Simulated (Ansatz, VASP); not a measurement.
# Cross-check of NaCdCuS2 between VASP and Ansatz

One calculation is typed for both programs; each brings its own data sets and cutoff. How far apart do they land? The cell is invented: As first built, before any earlier steps moved the atoms (in the runner's words): it takes the NaLiCdS2 structure with some of its atoms replaced by other elements, volume scaled by an estimate. It may not be a known or stable phase. The cell is taken from a series of VASP runs on this material, whose earlier steps may have relaxed, scaled or displaced it; both programs get it as it stands.

Main program and level: Ansatz 0.2.0; plane waves, with VASP 6.6.1 beside it; band structure at BLYP with D3(BJ) and single point at BLYP with D3(BJ).

### Step 1. The starting structure

The structure is trigonal, space group P3m1 (No. 156). The conventional cell has a = 3.945 Å, b = 3.945 Å, c = 7.137 Å, α = 90.00°, β = 90.00°, γ = 120.00°. Cd has 4 S at 2.53 to 2.57 Å nearest. Cu has 3 S at 2.28 Å nearest. S has 3 Cd at 2.57 Å and 3 Na at 2.79 Å nearest. Nearest to S lie 3 Cu at 2.28 Å and 1 Cd at 2.53 Å and 3 Na at 2.91 Å. Na has 6 S at 2.79 to 2.91 Å nearest. As first built, before any earlier steps moved the atoms (in the runner's words): sites of the NaLiCdS2 structure (space group 156) filled with other elements, volume scaled by an estimate. Farther neighbours and most contacts between anions are not listed.

### Step 2. VASP: band structure, BLYP with D3(BJ)

Levels along a path test the potential and the projectors away from the mesh points.

Lines of VASP's logs that name or quote its potential files are left out, and so is its time.

The input, INCAR:

```
SYSTEM = NaCdCuS2
PREC = Accurate
ENCUT = 400
EDIFF = 1E-06
NELM = 100
ISMEAR = 0
SIGMA = 0.05
LREAL = .FALSE.
ALGO = Normal
GGA = B5
ALDAX = 1
AGGAX = 1
AGGAC = 1
ALDAC = 0
IVDW = 12
VDW_S6 = 1
VDW_S8 = 2.6996
VDW_A1 = 0.4298
VDW_A2 = 4.2359
NBANDS = 36
LORBIT = 11
LWAVE = .FALSE.
LCHARG = .FALSE.
KPAR = 2
```

The input, POSCAR:

```
NaCdCuS2
1.0
    3.9446694718      0.0000000000      0.0000000000
   -1.9723347359      3.4161833978      0.0000000000
    0.0000000000      0.0000000000      7.1372133519
Cd Cu S Na
1 1 2 1
Direct
    0.0000000000      0.0000000000      0.3735315838
    0.6666666700      0.3333333300      0.7092428059
    0.6666666700      0.3333333300      0.2075360212
    0.0000000000      0.0000000000      0.7282440751
    0.3333333300      0.6666666700      0.9814465139
```

The input, KPOINTS:

```
Automatic mesh
0
Gamma
6 6 3
0 0 0
```

The input, KPOINTS_OPT:

```
Line mode
16
Line-mode
Reciprocal
  0.00000000   0.00000000   0.00000000 GAMMA
  0.50000000   0.00000000   0.00000000 M

  0.50000000   0.00000000   0.00000000 M
  0.33333333   0.33333333   0.00000000 K

  0.33333333   0.33333333   0.00000000 K
  0.00000000   0.00000000   0.00000000 GAMMA

  0.00000000   0.00000000   0.00000000 GAMMA
  0.00000000   0.00000000   0.50000000 A

  0.00000000   0.00000000   0.50000000 A
  0.50000000   0.00000000   0.50000000 L

  0.50000000   0.00000000   0.50000000 L
  0.33333333   0.33333333   0.50000000 H

  0.33333333   0.33333333   0.50000000 H
  0.00000000   0.00000000   0.50000000 A

  0.50000000   0.00000000   0.50000000 L
  0.50000000   0.00000000   0.00000000 M

  0.33333333   0.33333333   0.00000000 K
  0.33333333   0.33333333   0.50000000 H
```

PAW data sets: Cd, Cu, S and Na_pv (PBE family, release 64).

The run is started by

```console
$ mpirun -np 2 vasp_std
```

Numbers of over 12 decimals in the logs are rounded to 6 here.

Log:

```text
[banner, memory and clock lines left out]
running    2 mpi-ranks, on    1 nodes
 distrk:  each k-point on    1 cores,    2 groups
 distr:  one band on    1 cores,    1 groups

 POSCAR found type information on POSCAR CdCuS Na
 POSCAR found :  4 types and       5 ions
|                                                                             |
|               ----> ADVICE to this user running VASP <----                  |
|                                                                             |
|     You enforced a specific xc type in the INCAR file but a different       |
|     [... a line on the potential file left out ...]
|     I HOPE YOU KNOW WHAT YOU ARE DOING!                                     |
|                                                                             |

 LDA part: xc-table for (Slater(with rela. corr.)+VWN5), standard interpolation
 POSCAR, INCAR and KPOINTS ok, starting setup
 FFT: planning ... GRIDC
 FFT: planning ... GRID_SOFT
 FFT: planning ... GRID
 WAVECAR not read
 entering main loop
       N       E                     dE             d eps       ncg     rms          rms(c)
DAV:   1     0.356666706701E+03    0.35667E+03   -0.16419E+04  1232   0.112E+03
DAV:   2     0.180694177528E+02   -0.33860E+03   -0.31579E+03  1248   0.319E+02
DAV:   3    -0.154523524878E+02   -0.33522E+02   -0.32608E+02  1504   0.107E+02
DAV:   4    -0.167390306364E+02   -0.12867E+01   -0.12800E+01  1488   0.206E+01
DAV:   5    -0.167851707904E+02   -0.46140E-01   -0.46117E-01  1676   0.397E+00    0.109E+01
DAV:   6    -0.153595545277E+02    0.14256E+01   -0.12596E+01  1932   0.471E+01    0.848E+00
DAV:   7    -0.147760196428E+02    0.58353E+00   -0.35719E+00  1728   0.413E+01    0.625E+00
DAV:   8    -0.147751121819E+02    0.90746E-03   -0.32598E-01  1664   0.310E+00    0.249E+00
DAV:   9    -0.147694614120E+02    0.56508E-02   -0.46864E-02  1724   0.317E+00    0.358E-01
DAV:  10    -0.147690463465E+02    0.41507E-03   -0.94545E-03  1920   0.172E+00    0.149E-01
DAV:  11    -0.147690941086E+02   -0.47762E-04   -0.10663E-03  1840   0.412E-01    0.895E-02
DAV:  12    -0.147691354433E+02   -0.41335E-04   -0.21278E-04  1864   0.227E-01    0.476E-02
DAV:  13    -0.147691499277E+02   -0.14484E-04   -0.76004E-05  1768   0.117E-01    0.147E-02
DAV:  14    -0.147691491163E+02    0.81145E-06   -0.18828E-05  1696   0.796E-02    0.554E-03
DAV:  15    -0.147691494032E+02   -0.28694E-06   -0.26861E-06  1260   0.119E-02
   1 F= -.18589664E+02 E0= -.18589664E+02  d E =-.331630E-06
 Start KPOINTS_OPT (optional k-point list driver)
k-point batch [1-17\144]
       N       E                     dE             ncg
DAV:   1     0.358294745983E+04   -0.67078E+04     1224
DAV:   2    -0.221603507728E+04   -0.57990E+04     1260
DAV:   3    -0.278657297471E+04   -0.57054E+03     1492
DAV:   4    -0.280864662737E+04   -0.22074E+02     1488
DAV:   5    -0.280935517918E+04   -0.70855E+00     1604
DAV:   6    -0.280938315706E+04   -0.27978E-01     1596
DAV:   7    -0.280938441011E+04   -0.12530E-02     1744
DAV:   8    -0.280938441539E+04   -0.52743E-05     1356
DAV:   9    -0.280938441554E+04   -0.15647E-06      996
[...]
k-point batch [137-144\144]
       N       E                     dE             ncg
DAV:   1     0.128033359663E+05   -0.86543E+04      584
DAV:   2     0.101402873038E+05   -0.26630E+04      612
DAV:   3     0.990244380636E+04   -0.23784E+03      692
DAV:   4     0.989420581108E+04   -0.82380E+01      688
DAV:   5     0.989392828020E+04   -0.27753E+00      732
DAV:   6     0.989391584786E+04   -0.12432E-01      784
DAV:   7     0.989391548969E+04   -0.35817E-03      784
DAV:   8     0.989391548784E+04   -0.18497E-05      624
DAV:   9     0.989391548775E+04   -0.92852E-07      424
```

OUTCAR, selected parts (step 2):

```text
ion  position               nearest neighbor table
   1  0.000  0.000  0.374-   4 2.53   3 2.57   3 2.57   3 2.57
   2  0.667  0.333  0.709-   4 2.28   4 2.28   4 2.28
   3  0.667  0.333  0.208-   1 2.57   1 2.57   1 2.57   5 2.79   5 2.79   5 2.79
   4  0.000  0.000  0.728-   2 2.28   2 2.28   2 2.28   1 2.53
   5  0.333  0.667  0.981-   3 2.79   3 2.79   3 2.79

  LATTYP: Found a hexagonal cell.
 ALAT       =     3.9446694718
 C/A-ratio  =     1.8093311500

 Subroutine GETGRP returns: Found  6 space group operations
 (whereof  6 operations were pure point group operations)

The static configuration has the point symmetry C_3v.

 Found     17 irreducible k-points:

   k-points           NKPTS =     17   k-points in BZ     NKDIM =     17   number of bands    NBANDS=     36

   dimension x,y,z NGX =    28 NGY =   28 NGZ =   48
   dimension x,y,z NGXF=    56 NGYF=   56 NGZF=   96

   ENCUT  =  400.0 eV  29.40 Ry    5.42 a.u.   6.43  6.43 11.64*2*pi/ulx,y,z

   NELECT =      42.0000    total number of electrons

 k-points in reciprocal lattice and weights: Automatic mesh
   0.00000000  0.00000000  0.00000000       0.009
   0.16666667  0.00000000  0.00000000       0.056
   0.33333333  0.00000000  0.00000000       0.056
   0.50000000  0.00000000  0.00000000       0.028
   0.16666667  0.16666667  0.00000000       0.056
   0.33333333  0.16666667  0.00000000       0.111
   0.33333333  0.33333333  0.00000000       0.019
   0.00000000  0.00000000  0.33333333       0.019
   0.16666667  0.00000000  0.33333333       0.056
[...]
-0.16666667  0.50000000  0.33333333       0.111
   0.33333333  0.33333333  0.33333333       0.037

 average (electrostatic) potential at core
       1 -37.9753       2 -66.4043       3 -87.0511       4 -87.5294       5 -45.5019

 E-fermi :   4.6802

 k-point     1 :       0.0000    0.0000    0.0000
  band No.  band energies     occupation
    ...
     17       2.3761      2.00000
     18       2.7896      2.00000
     19       2.7896      2.00000
     20       4.5363      1.99995
     21       4.5363      1.99995
     22       4.8162      0.00012
     23       6.3850      0.00000
     24       9.3794      0.00000
     25      10.1363      0.00000
     26      10.1363      0.00000
    ...

 k-point     2 :       0.1667    0.0000    0.0000
  band No.  band energies     occupation
    ...
     17       2.0994      2.00000
     18       2.5602      2.00000
     19       2.6742      2.00000
     20       3.5071      2.00000
     21       4.0822      2.00000
     22       5.7919      0.00000
     23       7.3253      0.00000
     24       9.1120      0.00000
     25       9.6701      0.00000
     26      10.1903      0.00000
    ...

 k-point     3 :       0.3333    0.0000    0.0000
  band No.  band energies     occupation
    ...
     17       2.0777      2.00000
     18       2.1903      2.00000
     19       2.5152      2.00000
     20       2.8974      2.00000
     21       3.3021      2.00000
     22       6.6052      0.00000
     23       7.4194      0.00000
     24       7.8941      0.00000
     25       9.4710      0.00000
     26      10.3242      0.00000
    ...

 Edisp (eV)   -3.82052

  Total       0.00651     0.00651    -0.00574     0.00000     0.00000     0.00000
  in kB       0.10837     0.10837    -0.09561     0.00000     0.00000     0.00000
  external pressure =        0.04 kB  Pullay stress =        0.00 kB

  energy-cutoff  :      400.00
  volume of cell :       96.18
      direct lattice vectors                 reciprocal lattice vectors
     3.944669472  0.000000000  0.000000000     0.253506664  0.146362166  0.000000000
    -1.972334736  3.416183398  0.000000000     0.000000000  0.292724331  0.000000000
     0.000000000  0.000000000  7.137213352     0.000000000  0.000000000  0.140110706

 POSITION                                       TOTAL-FORCE (eV/Angst)
 -----------------------------------------------------------------------------------
      0.00000      0.00000      2.66597         0.000000      0.000000     -0.006256
      1.97233      1.13873      5.06202         0.000000     -0.000000      0.000105
      1.97233      1.13873      1.48123        -0.000000      0.000000      0.003975
      0.00000      0.00000      5.19763         0.000000     -0.000000      0.004133
     -0.00000      2.27746      7.00479        -0.000000     -0.000000     -0.001957
 -----------------------------------------------------------------------------------
    total drift:                               -0.000008     -0.000008     -0.001151

  FREE ENERGIE OF THE ION-ELECTRON SYSTEM (eV)
  ---------------------------------------------------
  free  energy   TOTEN  =       -18.5896644114 eV

  energy  without entropy=      -18.5896640798  energy(sigma->0) =      -18.58966425

 total charge
# of ion       s       p       d       tot
------------------------------------------
    1        0.429   0.318   9.573  10.320
    2        0.401   0.329   9.308  10.037
    3        1.340   2.436   0.000   3.776
    4        1.321   2.429   0.000   3.750
    5        0.058   5.992   0.000   6.050
--------------------------------------------------
tot          3.549  11.503  18.881  33.933

[... 3 further parts left out ...]
```

This run has no spin polarisation, so a moment on Cu, if there is one, isn't seen. Spin-orbit coupling is off here; it would split degenerate levels.

### Step 3. Ansatz: band structure, BLYP with D3(BJ)

Ansatz runs on its default PAW (the set named soft_2) files.

The same cell, functional (in two slightly different forms), mesh and smearing now go to Ansatz, which takes its cutoff from its data sets.

The input, input.yaml:

```yaml
crystal:
  lattice:
    - [3.9446694718, 0.0, 0.0]
    - [-1.9723347359, 3.4161833978, 0.0]
    - [0.0, 0.0, 7.1372133519]
  atoms:
    - { symbol: Cd, position: [0.0, 0.0, 0.3735315838] }
    - { symbol: Cu, position: [0.66666667, 0.33333333, 0.7092428059] }
    - { symbol: S, position: [0.66666667, 0.33333333, 0.2075360212] }
    - { symbol: S, position: [0.0, 0.0, 0.7282440751] }
    - { symbol: Na, position: [0.33333333, 0.66666667, 0.9814465139] }
hamiltonian:
  xc: blyp
  pseudopotentials: { kind: paw }
  dispersion: d3bj
kpoints:
  mp_grid: { grid: [6, 6, 3] }
  band_path:
    path:
      - [0.0, 0.0, 0.0]
      - [0.13333, 0.0, 0.0]
      - [0.3, 0.0, 0.0]
      - [0.46667, 0.0, 0.0]
      - [0.46667, 0.06667, 0.0]
      - [0.41111, 0.17778, 0.0]
      - [0.35556, 0.28889, 0.0]
      - [0.28889, 0.28889, 0.0]
      - [0.17778, 0.17778, 0.0]
      - [0.06667, 0.06667, 0.0]
      - [0.0, 0.0, 0.03333]
      - [0.0, 0.0, 0.2]
      - [0.0, 0.0, 0.36667]
      - [0.0, 0.0, 0.5]
      - [0.16667, 0.0, 0.5]
      - [0.3, 0.0, 0.5]
      - [0.46667, 0.0, 0.5]
      - [0.46667, 0.06667, 0.5]
      - [0.41111, 0.17778, 0.5]
      - [0.35556, 0.28889, 0.5]
      - [0.28889, 0.28889, 0.5]
      - [0.17778, 0.17778, 0.5]
      - [0.06667, 0.06667, 0.5]
      - [0.5, 0.0, 0.46667]
      - [0.5, 0.0, 0.3]
      - [0.5, 0.0, 0.13333]
      - [0.33333, 0.33333, 0.0]
      - [0.33333, 0.33333, 0.16667]
      - [0.33333, 0.33333, 0.33333]
      - [0.33333, 0.33333, 0.5]
    npoints: 1
scf:
  occupations: { method: gaussian, width: 0.05 }
  n_extra_bands: 8
output:
  forces: true
  stress: true
  eigenvalues: true
  write_density: true
  write_potential: true
  elf: true
  volumetric_format: npy
```

The run is started by

```console
$ ansatz run input.yaml --threads 2 --pin off --max-ram 4608MiB --backend cpu --events-out ev --progress --plain --runs-dir out
```

Log:

```text
scf.n_extra_bands = 8 over 30 filled bands (N_el = 60.0): the run solves 38 bands
Engine: ansatz 0.2.0, aarch64-unknown-linux-gnu
Pseudopotentials: kind: paw
Pseudopotential: Cd, paw, valence charge 20, recommended cutoff 420 eV (normal), Cd.paw.azcp
Pseudopotential: Cu, paw, valence charge 19, recommended cutoff 420 eV (normal), Cu.paw.azcp
Pseudopotential: S, paw, valence charge 6, recommended cutoff 420 eV (normal), S.paw.azcp
Pseudopotential: Na, paw, valence charge 9, recommended cutoff 420 eV (normal), Na.paw.azcp
Functional definition: BLYP
  parameter beta = 0.0042
  parameter a = 0.04918
  parameter b = 0.132
  parameter c = 0.2533
  parameter d = 0.349
  exchange = b88_x(beta = beta)
  correlation = lyp_c(a = a, b = b, c = c, d = d)
Crystal: 5 atoms, lattice volume = 96.179 Å³
Basis set: ecut = 420 eV, 1907 PW (Γ), exchange–correlation on 54×54×96 points (8 copies of the dense FFT grid, shifted against one another)
Bands: 38, of which v1, the nominal top of the filled ones, is band 30 counted from 1 (29 counted from 0)
Symmetry: 6 space group operations
Space group: P3m1 (ITA 156), of the structure as read, at distance tolerance 4.6e-5 Å
k-points: 17 of 108 (time reversal used)
Non-local potential: Cd, projectors of the file, l = 0: 3, l = 1: 2, l = 2: 2, l = 3: 1
Non-local potential: Cu, projectors of the file, l = 0: 3, l = 1: 2, l = 2: 3, l = 3: 1
Non-local potential: S, projectors of the file, l = 0: 2, l = 1: 2, l = 2: 2
Non-local potential: Na, projectors of the file, l = 0: 3, l = 1: 2, l = 2: 1
PAW form: soft (Blöchl's): semilocal exchange-correlation on the pseudo side does not see the compensation charge
PAW frozen core: Cd, regenerated for the run's functional, and the local potential with it (the file was generated under x = pbe(κ = 0.804, μ = 0.219515), c = pbe(β = 0.066725))
PAW frozen core: Cu, regenerated for the run's functional, and the local potential with it (the file was generated under x = pbe(κ = 0.804, μ = 0.219515), c = pbe(β = 0.066725))
PAW frozen core: S, regenerated for the run's functional, and the local potential with it (the file was generated under x = pbe(κ = 0.804, μ = 0.219515), c = pbe(β = 0.066725))
PAW frozen core: Na, regenerated for the run's functional, and the local potential with it (the file was generated under x = pbe(κ = 0.804, μ = 0.219515), c = pbe(β = 0.066725))
PAW one-centre angular grid: Cd, 590 points (default); XC on 64 Gauss nodes
PAW one-centre angular grid: Cu, 590 points (default); XC on 64 Gauss nodes
PAW one-centre angular grid: S, 110 points (default); XC on 64 Gauss nodes
PAW one-centre angular grid: Na, 110 points (default); XC on 96 Gauss nodes
Initial density: superposition of atomic densities (neutral atoms: chi_scale 0, normalization atom), corrected by the library's trained network
Initial wavefunctions: pseudopotential atomic-orbital guess
Functional: x = b88, c = lyp
SCF iter   1: F=—  HF=-18214.095433 eV  |F-HF|=—  |Δ(HF+E_count)|=         —  Δρ=8.12e-3  dr2=9.50e-2  ethr=1.77e-3  ⟨swp⟩=6.4  Hψ=2617  notcnv=0  defer=6
preconditioner: auto → Resta (q_TF=auto, 2.522 Å⁻¹)  ε∞=4.3  [insulator: Δε(μ)=0.449 eV  Ē_g=13.434 eV  σ=0.050 eV  W_gap=1.00  n_scr=22 (ndim 8)  ℏωp=24.5 eV  f_vac=0.045  D(μ)=0.00/eV (n_scr^D=0)  ε∞_Penn≈4.3]
SCF iter   2: F=—  HF=-18214.074703 eV  |F-HF|=—  |Δ(HF+E_count)|=   2.07e-2  Δρ=4.75e-3  dr2=1.61e-2  ethr=1.58e-4  ⟨swp⟩=2.1  Hψ=1028  notcnv=0  defer=49
SCF iter   3: F=—  HF=-18214.073616 eV  |F-HF|=—  |Δ(HF+E_count)|=   1.09e-3  Δρ=4.67e-3  dr2=1.81e-2  ethr=2.68e-5  ⟨swp⟩=2.1  Hψ=1196  notcnv=0  defer=49
SCF iter   4: F=—  HF=-18214.069670 eV  |F-HF|=—  |Δ(HF+E_count)|=   3.95e-3  Δρ=9.35e-4  dr2=1.12e-3  ethr=2.68e-5  ⟨swp⟩=2.1  Hψ=837  notcnv=0  defer=49
SCF iter   5: F=—  HF=-18214.069547 eV  |F-HF|=—  |Δ(HF+E_count)|=   1.23e-4  Δρ=4.83e-4  dr2=1.55e-4  ethr=1.87e-6  ⟨swp⟩=2.0  Hψ=967  notcnv=0  defer=49
SCF iter   6: F=—  HF=-18214.069546 eV  |F-HF|=—  |Δ(HF+E_count)|=   5.38e-7  Δρ=1.04e-4  dr2=8.87e-6  ethr=2.59e-7  ⟨swp⟩=2.0  Hψ=843  notcnv=0  defer=49
SCF iter   7: F=—  HF=-18214.069529 eV  |F-HF|=—  |Δ(HF+E_count)|=   1.72e-5  Δρ=6.90e-5  dr2=2.99e-6  ethr=1.48e-8  ⟨swp⟩=2.0  Hψ=1073  notcnv=0  defer=49
SCF iter   8: F=—  HF=-18214.069530 eV  |F-HF|=—  |Δ(HF+E_count)|=   4.92e-7  Δρ=1.70e-5  dr2=2.81e-7  ethr=4.99e-9  ⟨swp⟩=2.1  Hψ=786  notcnv=0  defer=49
SCF iter   9: F=-18214.069530 eV  HF=-18214.069530 eV  |F-HF|=1.96e-8  |Δ(HF+E_count)|=   3.70e-9  Δρ=8.99e-6  dr2=5.94e-8  ethr=1.67e-10  ⟨swp⟩=13.1  Hψ=4395  notcnv=0
SCF 1 converged in 9 iterations: F = -18214.069530 eV  dr2 = 5.94e-8
  greatest PAW one-centre occupation: 1.000 electrons in one spin orbital (limit 2), on the Cd atom at site 0 (counted from 0), in its partial waves of l = 0
NSCF: frozen V_eff on 30 k-points
SCF converged after 9 iterations
Free energy (F): -18214.069530 eV
Harris-Foulkes:  -18214.069530 eV  (|F-HF|=1.96e-8)
Internal energy: -18214.069528 eV  (E = F + TS)
E sigma→0 (E₀):  -18214.069529 eV
Entropy (-TS):   -0.000002 eV (-0.000 meV/atom)
Fermi energy:    9.470723 eV
--- Per-component energies (eV) ---
  E_band       = -1133.885677
  E_kinetic    = 1146.643053
  E_local      = -10844.277091  (includes V_loc(G=0)·N_el)
  E_nonlocal   = 595.364405
  E_hartree    = 4786.921633
  E_xc         = -495.685754
  E_vxc        = -554.508189  (∫ρ·V_xc dr)
  E_paw        = -7260.692835  (= ΣΔE_a)
  E_vpaw       = -1050.974531  (= ΣTr[D̂ρ^β])
  E_aug_tail   = 0.000242  (compensation charges beyond the density's cutoff)
  E_ewald      = -6138.641299
  E_disp       = -3.820912  (pairwise vdW)
  E_core_change = 0.119029  (= ΣΔE_core)
  E_smearing   = -0.000002  (= −TS)
  E_closure    = 0.000000  (closes the sum)
  Σ components = -18214.069530   (vs F -18214.069530, Δ=0.00e0)
--- Forces (eV/Å), atoms counted from 1 ---
  atom   1  Cd    -0.00000000     0.00000000    -0.01309497
  atom   2  Cu     0.00000000     0.00000000     0.00205885
  atom   3  S      0.00000000     0.00000000     0.04893447
  atom   4  S      0.00000000    -0.00000000    -0.04001979
  atom   5  Na    -0.00000000    -0.00000000     0.00211063
  max |Σ_I F_I| component: 1.08e-5 eV/Å
--- Stress (GPa, compression-positive) ---
        0.049139      -0.000000       0.000000
        0.000000       0.049139       0.000000
        0.000000       0.000000       0.122925
  P = ⅓ Tr σ = 0.0737 GPa (0.737 kbar)
--- Band table (eV; the first three rows and the last of 17) ---
  k-point 0: bands = [... 26 lower, 7.5849, 7.5849, 9.3406, 9.3406, 9.5918, 11.1469, 14.1563, 14.8936, ... 4 higher]
  k-point 1: bands = [... 26 lower, 7.6014, 7.6014, 9.3252, 9.3252, 10.3870, 11.1218, 13.5460, 14.8522, ... 4 higher]
  k-point 2: bands = [... 26 lower, 7.3573, 7.4792, 8.3051, 8.8849, 10.5711, 12.0909, 13.8902, 14.4404, ... 4 higher]
  k-point 16: bands = [... 26 lower, 6.8998, 7.2538, 7.4499, 7.8660, 11.7510, 12.0113, 12.8885, 14.5885, ... 4 higher]
```

Wall time 6.2 s (2 threads of Arm Neoverse V2, shared host); peak memory 0.4 GiB.

The column dr2 measures how far the density is from self-consistency, as an energy; F and HF (Harris–Foulkes) agree once it is small.

[end of part 1 of 2]

[Lines on the potential files, build, host, timing and source positions are cut from VASP's logs without a mark.]

[Logs are printed without paths, hosts, clocks, repeated set-up lines and the standing remarks that a program may print on its own settings, such as how far it seeks lower states.]

[Hosts, paths, dates, database ids (printed as entryN), source tags and the programs' standing remarks are cut or masked in the printed files.]
